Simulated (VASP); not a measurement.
Calculation: optB86b-vdW, VASP's PBE PAW potentials (set 64) (plane waves; VASP 6.6.1).

Input for VASP

KPOINTS:
```
Automatic
0
gamma
  9 9 9
0 0 0
```

### INCAR
```
AGGAC=0.0
ALGO=Normal
EDIFF=1E-7
ENCUT=520
GGA=MK
ISIF=2
ISMEAR=-5
LASPH=.TRUE.
LCHARG=.TRUE.
LEFG=.TRUE.
LMAXMIX=4
LORBIT=11
LREAL=.FALSE.
LUSE_VDW=.TRUE.
LWAVE=.FALSE.
NEDOS=601
NELM=100
PARAM1=0.1234
PARAM2=1.0
PREC=Accurate
SYSTEM=TiO2
```

**POSCAR**
```
TiO2
1.0
 -1.8968885762   1.8968885762   4.7875786864
  1.8968885762  -1.8968885762   4.7875786864
  1.8968885762   1.8968885762  -4.7875786864
Ti O
2 4
Cart
  0.0000000000   1.8968885762   2.3937893432
  0.0000000000   0.0000000000   0.0000000000
 -0.0000000000   1.8968885762   0.3988493407
  0.0000000000  -0.0000000000   7.5802173703
  0.0000000000  -0.0000000000   1.9949400025
  0.0000000000   1.8968885762   4.3887293457
```

POTCAR, in this order: Ti_sv O (PBE.64 set). Program: vasp_std.

Task: What does the run give for the energy per atom (σ→0)?

Result: 
```yaml
energy per atom (σ→0): -7.054 eV/atom
```

### OSZICAR
```
...
DAV:  10    -0.423270362640E+02   -0.10250E-01   -0.98713E-02  4988   0.248E+00    0.291E-01
DAV:  11    -0.423255856553E+02    0.14506E-02   -0.10764E-02  5040   0.678E-01    0.656E-02
DAV:  12    -0.423257240373E+02   -0.13838E-03   -0.96637E-04  5976   0.291E-01    0.850E-02
DAV:  13    -0.423256655193E+02    0.58518E-04   -0.37486E-04  5844   0.165E-01    0.121E-02
DAV:  14    -0.423256675927E+02   -0.20734E-05   -0.13884E-05  5312   0.295E-02    0.467E-03
DAV:  15    -0.423256677801E+02   -0.18733E-06   -0.16067E-06  5880   0.135E-02    0.242E-03
DAV:  16    -0.423256677454E+02    0.34676E-07   -0.30127E-07  3992   0.590E-03
   1 F= -.42325668E+02 E0= -.42325668E+02  d E =0.000000E+00
```

The compound is TiO2 in the anatase structure, one of several forms; rutile is the usual stable one. It was relaxed first.
